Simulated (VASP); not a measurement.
Calculation: PBE GGA, VASP's PBE PAW potentials (set 64) (plane waves; VASP 6.6.1).

VASP ran on this input.

**INCAR**
```
SYSTEM = GaN
PREC = Accurate
ENCUT = 400
EDIFF = 1E-6
NELM = 100
ALGO = Normal
LREAL = .FALSE.
LASPH = .TRUE.
ISMEAR = 0
SIGMA = 0.01
GGA = PE
LMAXMIX = 4
LWAVE = .FALSE.
LCHARG = .FALSE.
ISIF = 2
```

**POSCAR**
```
GaN
1
    3.1889300000     0.0000000000     0.0000000000
   -1.5944650000     2.7616940000     0.0000000000
    0.0000000000     0.0000000000     5.1923600000
Ga N
2 2
Direct
  0.6666670000   0.3333330000   0.4990800000
  0.3333330000   0.6666670000   0.9990800000
  0.6666670000   0.3333330000   0.8759200000
  0.3333330000   0.6666670000   0.3759200000
```

### KPOINTS
```
Regular mesh
0
G
 5 5 3
```

POTCAR, in this order: Ga_d N (PBE.64 set). Program: vasp_std.

Output of the run:

**OSZICAR**
```
       N       E                     dE             d eps       ncg     rms          rms(c)
DAV:   1     0.250238110411E+03    0.25024E+03   -0.16222E+04   462   0.263E+03
DAV:   2     0.211017814520E+01   -0.24813E+03   -0.24037E+03   496   0.477E+02
DAV:   3    -0.272346325951E+02   -0.29345E+02   -0.29181E+02   488   0.142E+02
DAV:   4    -0.282523886704E+02   -0.10178E+01   -0.10153E+01   604   0.285E+01
DAV:   5    -0.282693308821E+02   -0.16942E-01   -0.16937E-01   494   0.317E+00    0.109E+01
DAV:   6    -0.241927170011E+02    0.40766E+01   -0.15238E+01   786   0.566E+01    0.323E+00
DAV:   7    -0.243066341058E+02   -0.11392E+00   -0.16505E+00   470   0.101E+01    0.280E+00
DAV:   8    -0.243053375357E+02    0.12966E-02   -0.25398E-01   720   0.789E+00    0.817E-01
DAV:   9    -0.242850220950E+02    0.20315E-01   -0.10303E-01   774   0.543E+00    0.347E-01
DAV:  10    -0.242858968841E+02   -0.87479E-03   -0.51847E-03   490   0.732E-01    0.123E-01
DAV:  11    -0.242858511260E+02    0.45758E-04   -0.13265E-03   648   0.700E-01    0.223E-02
DAV:  12    -0.242858683801E+02   -0.17254E-04   -0.17675E-04   494   0.965E-02    0.169E-02
DAV:  13    -0.242858666670E+02    0.17131E-05   -0.31236E-05   602   0.114E-01    0.447E-03
DAV:  14    -0.242858672323E+02   -0.56528E-06   -0.54472E-06   542   0.236E-02
   1 F= -.24285867E+02 E0= -.24285867E+02  d E =-.270210E-44
```

**OUTCAR**
```
------------------------ aborting loop because EDIFF is reached ----------------------------------------
  FORCE on cell =-STRESS in cart. coord.  units (eV):
  Direction    XX          YY          ZZ          XY          YZ          ZX
  --------------------------------------------------------------------------------------
  Total        0.4590981      0.4590979      0.4761265      0.0000000      0.0000000      0.0000000
  in kB       16.0853569     16.0853524     16.6819814      0.0000000      0.0000000      0.0000000
  external PRESSURE =      16.2842302 kB  Pullay stress =       0.0000000 kB
  volume of cell :       45.73
      direct lattice vectors                 reciprocal lattice vectors
     3.188930000  0.000000000  0.000000000     0.313584807  0.181048299  0.000000000
    -1.594465000  2.761694000  0.000000000     0.000000000  0.362096597  0.000000000
     0.000000000  0.000000000  5.192360000     0.000000000  0.000000000  0.192590652
  FREE ENERGIE OF THE ION-ELECTRON SYSTEM (eV)
  ---------------------------------------------------
  free  energy   TOTEN  =       -24.2858672323 eV

  energy  without entropy=      -24.2858672323  energy(sigma->0) =      -24.28586723
```
(Selected blocks of OUTCAR.)

At this cut-off the stress carries a Pulay error, which pulls relaxed volumes low.

The structure comes from a computed database's GaN entry (P6_3mc); how it stands against other phases isn't given here. The cell was not relaxed at this level. The k-mesh is coarse (spacing up to 0.46 per Å, 2π included), so the numbers may not be converged in it. The run is one of a series of settings (KPOINTS 5×5×3 Γ-centred mesh against the base run), some of them coarse on purpose.
